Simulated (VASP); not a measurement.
# SnPt with and without spin-orbit coupling

What does spin-orbit coupling change in SnPt, and what does it cost? All runs use PBEsol. Left out of this account: 1 further run (fields: a reference on another mesh). The start is a cell from a database of measured crystal structures.

Main program and level: VASP 6.6.1; PBEsol; plane waves and PAW (Sn_d, Pt), in the first sound run; inputs show where later runs differ.

## (1) The structure

It takes space group P6_3/mmc (No. 194, hexagonal). The conventional cell has a = 4.101 Å, b = 4.101 Å, c = 5.441 Å, α = 90.00°, β = 90.00°, γ = 120.00°. Nearest to Sn lie 6 Pt at 2.73 Å. Pt has 2 Pt at 2.72 Å and 6 Sn at 2.73 Å nearest. Farther neighbours are not listed.

As a file:

```xyz
4
Lattice="4.1014 0.0000 0.0000 -2.0507 3.5519 0.0000 0.0000 0.0000 5.4405" Properties=species:S:1:pos:R:3 pbc="T T T"
Sn    0.0000    2.3679    1.3601
Sn    2.0507    1.1840    4.0804
Pt    0.0000    0.0000    0.0000
Pt    0.0000    0.0000    2.7203
```

## (2) Bands along the symmetry lines (PBEsol)

Levels along the symmetry lines show where the bands peak and cross; KPOINTS_OPT computes them in the converged potential. PBEsol restores the gradient expansion of exchange and is tuned for the cells of solids.

The input, INCAR:

```
SYSTEM = SnPt
PREC = Accurate
ENCUT = 400
EDIFF = 1E-06
NELM = 100
ISMEAR = -1
SIGMA = 0.05
LREAL = .FALSE.
ALGO = Normal
GGA = PS
NBANDS = 38
LASPH = .TRUE.
LORBIT = 11
LWAVE = .FALSE.
LCHARG = .FALSE.
KPAR = 4
```

The input, POSCAR:

```
SnPt
1.0
    4.1014000000      0.0000000000      0.0000000000
   -2.0507000000      3.5519165911      0.0000000000
    0.0000000000      0.0000000000      5.4405000000
Sn Pt
2 2
Direct
    0.3333333333      0.6666666667      0.2500000000
    0.6666666667      0.3333333333      0.7500000000
    0.0000000000      0.0000000000      0.0000000000
    0.0000000000      0.0000000000      0.5000000000
```

The input, KPOINTS:

```
Automatic mesh
0
Gamma
7 7 5
0 0 0
```

The input, KPOINTS_OPT:

```
Line mode
16
Line-mode
Reciprocal
  0.00000000   0.00000000   0.00000000 GAMMA
  0.50000000   0.00000000   0.00000000 M

  0.50000000   0.00000000   0.00000000 M
  0.33333333   0.33333333   0.00000000 K

  0.33333333   0.33333333   0.00000000 K
  0.00000000   0.00000000   0.00000000 GAMMA

  0.00000000   0.00000000   0.00000000 GAMMA
  0.00000000   0.00000000   0.50000000 A

  0.00000000   0.00000000   0.50000000 A
  0.50000000   0.00000000   0.50000000 L

  0.50000000   0.00000000   0.50000000 L
  0.33333333   0.33333333   0.50000000 H

  0.33333333   0.33333333   0.50000000 H
  0.00000000   0.00000000   0.50000000 A

  0.50000000   0.00000000   0.50000000 L
  0.50000000   0.00000000   0.00000000 M

  0.33333333   0.33333333   0.00000000 K
  0.33333333   0.33333333   0.50000000 H
```

The projector-augmented-wave data sets are Sn_d and Pt (PBE family, release 64).

Started as:

```bash
mpirun -np 4 vasp_std
```

Log:

```text
[banner, memory and clock lines left out]
running    4 mpi-ranks, on    1 nodes
 distrk:  each k-point on    1 cores,    4 groups
 distr:  one band on    1 cores,    1 groups

 POSCAR found type information on POSCAR SnPt
 POSCAR found :  2 types and       4 ions
|                                                                             |
|               ----> ADVICE to this user running VASP <----                  |
|                                                                             |
|     You enforced a specific xc type in the INCAR file but a different       |
|     [... a line on the potential file left out ...]
|     I HOPE YOU KNOW WHAT YOU ARE DOING!                                     |
|                                                                             |

 LDA part: xc-table for (Slater+PW92), standard interpolation
 POSCAR, INCAR and KPOINTS ok, starting setup
 FFT: planning ... GRIDC
 FFT: planning ... GRID_SOFT
 FFT: planning ... GRID
 WAVECAR not read
 entering main loop
       N       E                     dE             d eps       ncg     rms          rms(c)
DAV:   1     0.434420761958E+03    0.43442E+03   -0.18371E+04  2068   0.161E+03
DAV:   2     0.311883141441E+02   -0.40323E+03   -0.37363E+03  1856   0.460E+02
DAV:   3    -0.235520175231E+02   -0.54740E+02   -0.53182E+02  2018   0.135E+02
DAV:   4    -0.255578469753E+02   -0.20058E+01   -0.20021E+01  2160   0.279E+01
DAV:   5    -0.256169329755E+02   -0.59086E-01   -0.59082E-01  2342   0.485E+00    0.128E+01
DAV:   6    -0.249175063855E+02    0.69943E+00   -0.17314E+00  2064   0.831E+00    0.558E+00
DAV:   7    -0.248002848888E+02    0.11722E+00   -0.14953E-01  2494   0.430E+00    0.304E+00
DAV:   8    -0.247691468601E+02    0.31138E-01   -0.55989E-02  2370   0.159E+00    0.334E-01
DAV:   9    -0.247681500445E+02    0.99682E-03   -0.39187E-03  2484   0.654E-01    0.141E-01
DAV:  10    -0.247680839152E+02    0.66129E-04   -0.57234E-04  2500   0.212E-01    0.376E-02
DAV:  11    -0.247680842494E+02   -0.33411E-06   -0.31491E-05  2190   0.512E-02    0.951E-03
DAV:  12    -0.247680854401E+02   -0.11908E-05   -0.21842E-06  1822   0.122E-02    0.277E-03
DAV:  13    -0.247680853215E+02    0.11865E-06   -0.48988E-07  1244   0.569E-03
   1 F= -.24768085E+02 E0= -.24760231E+02  d E =-.157091E-01
 Start KPOINTS_OPT (optional k-point list driver)
k-point batch [1-24\144]
       N       E                     dE             ncg
DAV:   1     0.938318664128E+04   -0.10130E+05     2136
DAV:   2    -0.401576707965E+03   -0.97848E+04     1840
DAV:   3    -0.174651823021E+04   -0.13449E+04     1988
DAV:   4    -0.179769895516E+04   -0.51181E+02     2152
DAV:   5    -0.179928598542E+04   -0.15870E+01     2358
DAV:   6    -0.179932796271E+04   -0.41977E-01     2352
DAV:   7    -0.179933006400E+04   -0.21013E-02     2564
DAV:   8    -0.179933007461E+04   -0.10604E-04     1904
DAV:   9    -0.179933007493E+04   -0.31934E-06     1264
[...]
k-point batch [121-144\144]
       N       E                     dE             ncg
DAV:   1     0.913242251875E+04   -0.23522E+05     2084
DAV:   2    -0.517450796514E+03   -0.96499E+04     1824
DAV:   3    -0.183317075021E+04   -0.13157E+04     2046
DAV:   4    -0.188221665903E+04   -0.49046E+02     2084
DAV:   5    -0.188369826774E+04   -0.14816E+01     2340
DAV:   6    -0.188374569858E+04   -0.47431E-01     2268
DAV:   7    -0.188374794992E+04   -0.22513E-02     2524
DAV:   8    -0.188374796556E+04   -0.15636E-04     1956
DAV:   9    -0.188374796622E+04   -0.66412E-06     1194
```

It took 47 s on 4 MPI ranks of Intel Xeon Platinum 8259CL at 2.50GHz (Skylake/Cascade Lake), shared host; peak memory 0.85 GiB; 3 min of CPU time.

Lines that name or quote the potential files are left out of all logs, and their timing lines are given in words.

OUTCAR, selected parts (step 2):

```text
ion  position               nearest neighbor table
   1  0.333  0.667  0.250-   3 2.73   4 2.73   3 2.73   4 2.73   3 2.73   4 2.73   2 3.61   2 3.61
                             2 3.61   2 3.61   2 3.61   2 3.61
   2  0.667  0.333  0.750-   3 2.73   4 2.73   3 2.73   4 2.73   3 2.73   4 2.73   1 3.61   1 3.61
                             1 3.61   1 3.61   1 3.61   1 3.61
   3  0.000  0.000  0.000-   4 2.72   4 2.72   1 2.73   2 2.73   2 2.73   1 2.73   2 2.73   1 2.73

  LATTYP: Found a hexagonal cell.
 ALAT       =     4.1014000000
 C/A-ratio  =     1.3264982689

 Subroutine GETGRP returns: Found 24 space group operations
 (whereof 12 operations were pure point group operations)

The static configuration has the point symmetry D_3d.
 The point group associated with its full space group is D_6h.

 Found     24 irreducible k-points:

   k-points           NKPTS =     24   k-points in BZ     NKDIM =     24   number of bands    NBANDS=     38

   dimension x,y,z NGX =    28 NGY =   28 NGZ =   36
   dimension x,y,z NGXF=    56 NGYF=   56 NGZF=   72

   ENCUT  =  400.0 eV  29.40 Ry    5.42 a.u.   6.69  6.69  8.87*2*pi/ulx,y,z

   NELECT =      48.0000    total number of electrons

 k-points in reciprocal lattice and weights: Automatic mesh
   0.00000000  0.00000000  0.00000000       0.004
   0.14285714  0.00000000  0.00000000       0.024
   0.28571429  0.00000000  0.00000000       0.024
   0.42857143  0.00000000  0.00000000       0.024
   0.14285714  0.14285714  0.00000000       0.024
   0.28571429  0.14285714  0.00000000       0.049
   0.42857143  0.14285714  0.00000000       0.024
   0.28571429  0.28571429  0.00000000       0.024
   0.00000000  0.00000000  0.20000000       0.008
[...]
0.42857143  0.14285714  0.40000000       0.049
   0.28571429  0.28571429  0.40000000       0.049

 average (electrostatic) potential at core
       1 -96.9887       2 -96.9887       3 -64.3042       4 -64.3042

 E-fermi :   9.8020

 k-point     1 :       0.0000    0.0000    0.0000
  band No.  band energies     occupation
    ...
     18       5.6072      2.00000
     19       6.5492      2.00000
     20       6.5492      2.00000
     21       7.8582      2.00000
     22       7.8582      2.00000
     23      11.0476      0.00000
     24      11.5895      0.00000
     25      11.5895      0.00000
     26      13.5953      0.00000
     27      14.6373      0.00000
    ...

 k-point     2 :       0.1429    0.0000    0.0000
  band No.  band energies     occupation
    ...
     18       5.6186      2.00000
     19       6.3792      2.00000
     20       6.6213      2.00000
     21       7.8231      2.00000
     22       7.8620      2.00000
     23       9.9148      0.18987
     24      10.9045      0.00000
     25      10.9510      0.00000
     26      13.0893      0.00000
     27      14.6343      0.00000
    ...

 k-point     3 :       0.2857    0.0000    0.0000
  band No.  band energies     occupation
    ...
     20       6.7911      2.00000
     21       7.7563      2.00000
     22       7.8081      2.00000
     23       7.8727      2.00000
     24       9.6543      1.90098
     25      10.2481      0.00027
     26      12.0856      0.00000
     27      13.4205      0.00000
     28      14.8455      0.00000
     29      15.7242      0.00000
    ...

  Total        0.6588714      0.6588714      0.5583903      0.0000000      0.0000000     -0.0000000
  in kB       13.3191823     13.3191823     11.2879423      0.0000000      0.0000000     -0.0000000
  external PRESSURE =      12.6421023 kB  Pullay stress =       0.0000000 kB

  energy-cutoff  :      400.00
  volume of cell :       79.26
      direct lattice vectors                 reciprocal lattice vectors
     4.101400000  0.000000000  0.000000000     0.243819184  0.140769071  0.000000000
    -2.050700000  3.551916591  0.000000000     0.000000000  0.281538143  0.000000000
     0.000000000  0.000000000  5.440500000     0.000000000  0.000000000  0.183806635

 POSITION                                       TOTAL-FORCE (eV/Angst)
 -----------------------------------------------------------------------------------
     -0.00000      2.36794      1.36013        -0.000000      0.000000      0.000000
      2.05070      1.18397      4.08038         0.000000     -0.000000      0.000000
      0.00000      0.00000      0.00000         0.000000     -0.000000      0.000000
      0.00000      0.00000      2.72025         0.000000     -0.000000      0.000000
 -----------------------------------------------------------------------------------
    total drift:                               -0.000000      0.000000     -0.000000

  FREE ENERGIE OF THE ION-ELECTRON SYSTEM (eV)
  ---------------------------------------------------
  free  energy   TOTEN  =       -24.7680853215 eV

  energy  without entropy=      -24.7523762154  energy(sigma->0) =      -24.76023077

 total charge
# of ion       s       p       d       tot
------------------------------------------
    1        1.114   1.139  10.068  12.321
    2        1.114   1.139  10.068  12.321
    3        0.692   0.597   8.183   9.472
    4        0.692   0.597   8.183   9.472
--------------------------------------------------
tot          3.613   3.472  36.502  43.586

[... 3 further parts left out ...]
```

The k-mesh is coarse for a metal. Spin-orbit coupling is off here; with elements this heavy it splits and shifts levels by tenths of an eV or more. The PAW data sets were made with PBE, which is usual practice but a small mismatch for other functionals.

Numbers from this step:

```yaml
electronic_steps: 13
electrons: 48
bands: 38
irreducible_k_points: 24
symmetry_operations: 24
free_energy_toten: -24.77 eV
energy_at_zero_smearing: -24.76 eV
fermi_energy: 9.802 eV
pressure: 1.264 GPa
metallic: yes
```

The electronic bands at the labelled points (eV, zero at the Fermi level; # counts the bands kept, so #1 is VASP's band 11):

```csv
point,#11,#12,#13,#14,#15,#16,#17,#18
Γ,-1.94,-1.94,1.25,1.79,1.79,3.79,4.84,5.35
0.47 of the way,-2.02,-1.93,-1.33,0.35,0.78,2.69,4.17,5.13
M,-2.10,-2.02,-1.91,-1.83,-1.49,1.09,2.68,5.20
0.47 of the way,-2.08,-2.07,-1.94,-1.60,-1.02,1.77,2.35,3.93
K,-2.39,-2.01,-2.01,-0.98,0.59,0.59,2.44,2.44
0.53 of the way,-2.03,-1.94,-1.90,-0.28,0.67,3.66,3.80,4.16
Γ,-1.94,-1.94,1.25,1.79,1.79,3.79,4.84,5.35
0.53 of the way,-2.60,-2.60,0.41,2.74,2.74,3.07,4.71,5.06
A,-3.40,-3.40,1.03,1.03,4.12,4.12,4.12,4.12
0.47 of the way,-3.28,-3.28,0.37,0.37,2.52,2.52,2.80,2.80
L,-2.98,-2.98,-2.60,-2.60,1.67,1.67,3.48,3.48
0.47 of the way,-3.05,-3.05,-2.18,-2.18,0.25,0.25,5.26,5.26
H,-3.27,-3.27,-1.44,-1.44,-1.08,-1.08,6.37,6.37
0.53 of the way,-3.22,-3.22,0.23,0.23,1.14,1.14,3.63,3.63
A,-3.40,-3.40,1.03,1.03,4.12,4.12,4.12,4.12
jump to L,-2.98,-2.98,-2.60,-2.60,1.67,1.67,3.48,3.48
0.47 of the way,-2.73,-2.52,-2.40,-2.24,-0.03,2.21,3.59,3.68
M,-2.10,-2.02,-1.91,-1.83,-1.49,1.09,2.68,5.20
jump to K,-2.39,-2.01,-2.01,-0.98,0.59,0.59,2.44,2.44
0.53 of the way,-3.03,-2.44,-1.81,-1.81,-0.40,-0.40,4.28,4.28
H,-3.27,-3.27,-1.44,-1.44,-1.08,-1.08,6.37,6.37
```

Of the projections kept (Sn, Pt), the largest for each band there; the rest of the weight can lie on other orbitals:

```
point      #11      #12      #13      #14      #15      #16      #17      #18
    Γ  Pt 1.00  Pt 1.00  Pt 0.92  Sn 0.63  Sn 0.63  Sn 0.69  Sn 0.97  Sn 0.54
    M  Pt 0.99  Sn 0.55  Pt 0.99  Sn 0.70  Sn 0.64  Pt 0.59  Pt 0.85  Pt 0.69
    K  Pt 0.94  Pt 0.99  Pt 0.99  Pt 0.54  Pt 0.56  Pt 0.56  Sn 0.53  Sn 0.53
    Γ  Pt 1.00  Pt 1.00  Pt 0.92  Sn 0.63  Sn 0.63  Sn 0.69  Sn 0.97  Sn 0.54
    A  Pt 0.98  Pt 0.98  Sn 0.73  Sn 0.73  Sn 0.54  Sn 0.54  Sn 0.54  Sn 0.54
    L  Pt 0.92  Pt 0.92  Pt 0.86  Pt 0.86  Pt 0.54  Pt 0.54  Pt 0.53  Pt 0.53
```

There is no gap at this level.

[end of part 1 of 4]

[Lines on the potential files, build, host, timing and source positions are cut from VASP's logs without a mark.]

[Logs are printed without paths, hosts, clocks, repeated set-up lines and the standing remarks that a program may print on its own settings, such as how far it seeks lower states.]

[Hosts, paths, dates, database ids (printed as entryN), source tags and the programs' standing remarks are cut or masked in the printed files.]

[A measured line is paired with the nearest computed mode of its activity, which favours agreement.]
